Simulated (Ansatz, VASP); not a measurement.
**La2LuN3: VASP beside Ansatz**

```xyz
6
Lattice="4.4903 0.0000 0.0000 0.0000 4.4903 0.0000 0.0000 0.0000 5.9719" Properties=species:S:1:pos:R:3 pbc="T T T"
La    2.2452    2.2452    1.7212
La    2.2452    2.2452    4.2507
Lu    0.0000    0.0000    0.0000
N     0.0000    0.0000    4.3059
N     0.0000    0.0000    1.6659
N     2.2452    2.2452    0.0000
```

Alike in both runs: task single point; functional PBE; k mesh 4 × 4 × 4; occupations gaussian, width 0.1 eV; no spin polarisation.

```csv
,VASP,Ansatz
version,VASP 6.6.1,Ansatz 0.2.0
potentials or method,"VASP PAW PBE potentials, release 64 (La, Lu, N)","scalar-relativistic, plane waves, PAW"
plane-wave cutoff (eV),520,420
valence electrons in the cell,62,62
```

|  | VASP | Ansatz | Ansatz less VASP |
| --- | --- | --- | --- |
| gap on the k mesh at the Fermi level (eV) | none | none | - |
| rms of the force components (eV/Å) | 3.673 | 3.224 | -0.4496 |

Atom by atom the forces differ by 0.457 eV/Å (rms over components). A gap of «none» marks a metal or a gap that the smearing closes.

Caveats: forces of over 1 eV/Å show positions far from the minimum, so gaps and moduli don't describe the material at rest. Spin-orbit coupling is left out, which matters for the levels of La, Lu.
